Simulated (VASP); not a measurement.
Method: PBE GGA, VASP's PBE PAW potentials (set 64) (plane waves; VASP).

A VASP calculation is set up with these files.

**POSCAR**
```
MgO
1
    0.0000000000     2.1050000000     2.1050000000
    2.1050000000     0.0000000000     2.1050000000
    2.1050000000     2.1050000000     0.0000000000
Mg O
1 1
Direct
  0.0000000000   0.0000000000   0.0000000000
  0.5000000000   0.5000000000   0.5000000000
```

### INCAR
```
ALGO = Normal
AMIX = 0.2
BMIX = 0.0001
EDIFF = 1E-6
ENCUT = 520
GGA = PE
IMIX = 1
ISIF = 2
ISMEAR = 0
LASPH = T
LCHARG = F
LREAL = F
LWAVE = F
NELM = 100
PREC = Accurate
SIGMA = 0.05
SYSTEM = MgO
```

### KPOINTS
```
Automatic
0
gamma
 10 10 10
0 0 0
```

POTCAR, in this order: Mg O (PBE.64 set). Program: vasp_std.

What VASP printed:

**OSZICAR**
```
       N       E                     dE             d eps       ncg     rms          rms(c)
DAV:   1     0.117043588661E+02    0.11704E+02   -0.47855E+03   880   0.880E+02
DAV:   2    -0.131021466123E+02   -0.24807E+02   -0.23967E+02   864   0.139E+02
DAV:   3    -0.134649045829E+02   -0.36276E+00   -0.36276E+00  1024   0.185E+01
DAV:   4    -0.134654612214E+02   -0.55664E-03   -0.55664E-03   952   0.629E-01
DAV:   5    -0.134654615826E+02   -0.36118E-06   -0.36118E-06  1040   0.132E-02    0.722E+00
DAV:   6    -0.122081366151E+02    0.12573E+01   -0.30980E+00   752   0.124E+01    0.320E+00
DAV:   7    -0.119671132161E+02    0.24102E+00   -0.62039E-01   760   0.556E+00    0.185E+00
DAV:   8    -0.119198751738E+02    0.47238E-01   -0.10795E-01   776   0.227E+00    0.143E+00
DAV:   9    -0.119091179367E+02    0.10757E-01   -0.20116E-02   824   0.973E-01    0.118E+00
DAV:  10    -0.119059947222E+02    0.31232E-02   -0.37892E-03   840   0.455E-01    0.970E-01
DAV:  11    -0.119048836430E+02    0.11111E-02   -0.99538E-04   824   0.307E-01    0.785E-01
DAV:  12    -0.119044776166E+02    0.40603E-03   -0.39871E-04   784   0.249E-01    0.629E-01
DAV:  13    -0.119043668822E+02    0.11073E-03   -0.22900E-04   808   0.211E-01    0.501E-01
DAV:  14    -0.119043831253E+02   -0.16243E-04   -0.14617E-04   800   0.175E-01    0.398E-01
DAV:  15    -0.119044473085E+02   -0.64183E-04   -0.95637E-05   824   0.142E-01    0.316E-01
DAV:  16    -0.119045221795E+02   -0.74871E-04   -0.62844E-05   792   0.115E-01    0.251E-01
DAV:  17    -0.119045914889E+02   -0.69309E-04   -0.41348E-05   832   0.924E-02    0.199E-01
DAV:  18    -0.119046494532E+02   -0.57964E-04   -0.27207E-05   784   0.744E-02    0.158E-01
DAV:  19    -0.119046952396E+02   -0.45786E-04   -0.17925E-05   800   0.599E-02    0.126E-01
DAV:  20    -0.119047301091E+02   -0.34870E-04   -0.11810E-05   800   0.482E-02    0.999E-02
DAV:  21    -0.119047559994E+02   -0.25890E-04   -0.77881E-06   792   0.389E-02    0.795E-02
DAV:  22    -0.119047748676E+02   -0.18868E-04   -0.51404E-06   784   0.313E-02    0.633E-02
DAV:  23    -0.119047884225E+02   -0.13555E-04   -0.33949E-06   768   0.253E-02    0.504E-02
DAV:  24    -0.119047980495E+02   -0.96270E-05   -0.22439E-06   808   0.204E-02    0.402E-02
DAV:  25    -0.119048048225E+02   -0.67730E-05   -0.14841E-06   752   0.165E-02    0.321E-02
DAV:  26    -0.119048095495E+02   -0.47270E-05   -0.98280E-07   768   0.133E-02    0.256E-02
DAV:  27    -0.119048128243E+02   -0.32748E-05   -0.64085E-07   424   0.108E-02    0.205E-02
DAV:  28    -0.119048150789E+02   -0.22546E-05   -0.45274E-07   416   0.933E-03    0.164E-02
DAV:  29    -0.119048166233E+02   -0.15444E-05   -0.28659E-07   384   0.730E-03    0.131E-02
DAV:  30    -0.119048176743E+02   -0.10510E-05   -0.19103E-07   384   0.593E-03    0.105E-02
DAV:  31    -0.119048183853E+02   -0.71096E-06   -0.12634E-07   376   0.480E-03
   1 F= -.11904818E+02 E0= -.11904818E+02  d E =-.939239E-12
```

**OUTCAR**
```
------------------------ aborting loop because EDIFF is reached ----------------------------------------
  FORCE on cell =-STRESS in cart. coord.  units (eV):
  Direction    XX          YY          ZZ          XY          YZ          ZX
  --------------------------------------------------------------------------------------
  Total        0.4893165      0.4893165      0.4893165      0.0000000     -0.0000000     -0.0000000
  in kB       42.0256177     42.0256177     42.0256177      0.0000000     -0.0000000     -0.0000000
  external PRESSURE =      42.0256177 kB  Pullay stress =       0.0000000 kB
  volume of cell :       18.65
      direct lattice vectors                 reciprocal lattice vectors
     0.000000000  2.105000000  2.105000000    -0.237529691  0.237529691  0.237529691
     2.105000000  0.000000000  2.105000000     0.237529691 -0.237529691  0.237529691
     2.105000000  2.105000000  0.000000000     0.237529691  0.237529691 -0.237529691
  FREE ENERGIE OF THE ION-ELECTRON SYSTEM (eV)
  ---------------------------------------------------
  free  energy   TOTEN  =       -11.9048183853 eV

  energy  without entropy=      -11.9048183853  energy(sigma->0) =      -11.90481839
```
(Selected blocks of OUTCAR.)

**OUTCAR**
```
 val. band max:        3.1969404097   @ k =   0.0000   0.0000   0.0000

 cond. band min:       7.9368542873   @ k =   0.0000   0.0000   0.0000


 Fermi energy:         3.4109288147

 k-point     1 :       0.0000    0.0000    0.0000
  band No.  band energies     occupation
      1     -14.0743      2.00000
      2       3.1969      2.00000
      3       3.1969      2.00000
      4       3.1969      2.00000
      5       7.9369      0.00000
      6      19.0047      0.00000
      7      19.0047      0.00000
      8      19.0047      0.00000

 k-point     2 :       0.1000    0.0000    0.0000
  band No.  band energies     occupation
      1     -13.9683      2.00000
      2       2.5448      2.00000
      3       3.1292      2.00000
      4       3.1292      2.00000
      5       8.5655      0.00000
      6      17.7545      0.00000
      7      19.2453      0.00000
      8      19.2453      0.00000

 k-point     3 :       0.2000    0.0000    0.0000
  band No.  band energies     occupation
      1     -13.6768      2.00000
      2       1.2225      2.00000
      3       2.9577      2.00000
      4       2.9577      2.00000
      5       9.7618      0.00000
      6      16.2424      0.00000
      7      19.7312      0.00000
      8      19.7312      0.00000

 k-point     4 :       0.3000    0.0000    0.0000
  band No.  band energies     occupation
      1     -13.2834      2.00000
      2      -0.1008      2.00000
      3       2.7560      2.00000
      4       2.7560      2.00000
      5      10.6972      0.00000
      6      15.5582      0.00000
      7      19.8495      0.00000
      8      19.8495      0.00000

 k-point     5 :       0.4000    0.0000    0.0000
  band No.  band energies     occupation
      1     -12.9308      2.00000
      2      -1.0680      2.00000
      3       2.6002      2.00000
      4       2.6002      2.00000
      5      11.0527      0.00000
      6      15.6509      0.00000
      7      19.6354      0.00000
...
```

The compound is MgO in the rock salt structure. The cell was not relaxed at this level. The run is one of a series of settings (AMIX = 0.2, BMIX = 0.0001, IMIX = 1 against the base run), some of them coarse on purpose.
